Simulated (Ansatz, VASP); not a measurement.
Given: the input of a run of Ansatz 0.2.0 on MnHg. Atoms were shifted at random by some hundredths of an Å from the given cell, which wasn't relaxed again for these runs. 

File input.yaml:

```yaml
crystal:
  lattice:
    - [3.315, 0.0, 0.0]
    - [0.0, 3.315, 0.0]
    - [0.0, 0.0, 3.315]
  atoms:
    - { symbol: Hg, position: [0.007877, 0.015329, 0.007263] }
    - { symbol: Mn, position: [0.502561, 0.485136, 0.496119], spin: 4.0 }
hamiltonian:
  xc: pbe
  pseudopotentials: { kind: paw }
magnetization:
  spin_polarized: true
kpoints:
  mp_grid: { grid: [8, 8, 8] }
scf:
  occupations: { method: fermi_dirac, width: 0.05 }
output:
  forces: true
  stress: true
  eigenvalues: true
```

Potentials or basis: Ansatz PAW.

Command:

```bash
$ ansatz run input.yaml --threads 2 --pin off --max-ram 5120MiB --backend cpu --events-out ev --progress --plain --runs-dir out
```

Question: Set up the same calculation for VASP 6.6.1. Potentials or basis there: PBE PAW files Hg, Mn_pv, 520 eV.

Answer: As run (cutoffs and basis follow the program's own potentials, and thresholds, step limits or extra output files can differ):

The input INCAR:

```
PREC = Accurate ; ENCUT = 520
EDIFF = 1E-7 ; ISMEAR = -1
SIGMA = 0.05 ; LREAL = False
LASPH = True ; NELM = 150
ALGO = Normal ; ISIF = 2
LWAVE = False ; LCHARG = False
ISPIN = 2 ; MAGMOM = 0 4
LORBIT = 11 ; LMAXMIX = 4
GGA = PE ; NBANDS = 24
```

Contents of KPOINTS:

```
regular mesh
0
Gamma
  8 8 8
```

The input POSCAR:

```
MnHg
1.0
    3.3150000000      0.0000000000      0.0000000000
    0.0000000000      3.3150000000      0.0000000000
    0.0000000000      0.0000000000      3.3150000000
Hg Mn
1 1
Direct
    0.0078770000      0.0153290000      0.0072630000
    0.5025610000      0.4851360000      0.4961190000
```

Potentials or basis: VASP PAW PBE potentials, release 64 (Hg, Mn_pv).

Command:

```console
$ cat potpaw_PBE.64/Hg/POTCAR potpaw_PBE.64/Mn_pv/POTCAR > POTCAR
$ mpirun -np 1 vasp_std > vasp.out
```

Both were run:

|  | Ansatz | VASP |
| --- | --- | --- |
| Pressure | 0.9 GPa | 1.4 GPa |
| Largest force | 0.344 eV/Å | 0.353 eV/Å |
| Net moment | 3.91 μB per cell | 3.91 μB per cell |

Ansatz's pressure holds a Pulay term of +0.06 GPa for its cutoff of 420 eV, which the other run lacks.

The potentials hold 35 and 25 valence electrons a cell.

Where Ansatz's input types no cutoff or centring, it takes its own default and a Γ-centred mesh.

The magnetic state is the one that the start led to; the real crystal's order can differ.

Pressure is positive in compression.
